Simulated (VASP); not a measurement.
OSZICAR of a VASP run on GaSb (space group F-43m):

OSZICAR:
```
       N       E                     dE             d eps       ncg     rms          rms(c)
DAV:   1     0.659861367480E+02    0.65986E+02   -0.70141E+03   416   0.126E+03
DAV:   2    -0.211211530541E+01   -0.68098E+02   -0.66465E+02   451   0.252E+02
DAV:   3    -0.661604595823E+01   -0.45039E+01   -0.44936E+01   546   0.631E+01
DAV:   4    -0.668360939016E+01   -0.67563E-01   -0.67549E-01   459   0.857E+00
DAV:   5    -0.668545950932E+01   -0.18501E-02   -0.18501E-02   562   0.120E+00    0.309E+00
DAV:   6    -0.666663263459E+01    0.18827E-01   -0.63065E-02   561   0.410E+00    0.189E+00
DAV:   7    -0.666943077729E+01   -0.27981E-02   -0.39811E-02   499   0.180E+00    0.352E-01
DAV:   8    -0.667230823474E+01   -0.28775E-02   -0.61827E-03   479   0.969E-01    0.725E-02
DAV:   9    -0.667345915197E+01   -0.11509E-02   -0.17303E-03   436   0.319E-01    0.377E-02
DAV:  10    -0.667362486952E+01   -0.16572E-03   -0.20999E-04   481   0.836E-02    0.101E-02
DAV:  11    -0.667367583369E+01   -0.50964E-04   -0.11249E-04   441   0.747E-02    0.451E-03
DAV:  12    -0.667367972103E+01   -0.38873E-05   -0.87714E-06   491   0.195E-02    0.856E-04
DAV:  13    -0.667367954696E+01    0.17407E-06   -0.14913E-07   293   0.288E-03
   1 F= -.66736795E+01 E0= -.66735665E+01  d E =-.339017E-03
```

Question: Which electronic solver shows in the log?

Answer: It is blocked Davidson (ALGO = Normal, or the opening steps of other solvers). The INCAR had ALGO = Normal.

Question: Can the final energy be trusted as converged?

Answer: Self-consistency was reached. It stopped with EDIFF = 1E-6, NELM = 100 (RPBE GGA, plane waves, VASP's PBE PAW potentials (set 64)).

The structure comes from a computed database's GaSb entry; how it stands against other phases isn't given here. The cell was not relaxed at this level. The run is one of a series of settings (GGA = RP against the base run), some of them coarse on purpose.
